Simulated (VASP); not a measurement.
Input:

```
CELL_PARAMETERS angstrom
      0.00000     2.92933     2.92933
      2.92933     0.00000     2.92933
      2.92933     2.92933     0.00000
ATOMIC_POSITIONS crystal
  Cd 0.00000 0.00000 0.00000
  S  0.25000 0.25000 0.25000
```

These are vdW-DF-cx, VASP's PBE PAW potentials (set 64) (plane waves; VASP 6.6.1) values and carry that method's errors. Run with 520 eV cut-off, 8×8×8 Γ-centred mesh, Gaussian smearing of 0.050 eV, potentials Cd S.

What does the run give for the energy per atom (σ→0), band gap (on the k-mesh) with the smallest direct gap where there is one?

band gap (on the k-mesh): 1.02 eV
smallest direct gap (on the k-mesh): 1.02 eV
energy per atom (σ→0): -0.768 eV/atom

The compound is CdS in the zinc blende structure, a metastable form; wurtzite is the usual one. It was relaxed first.
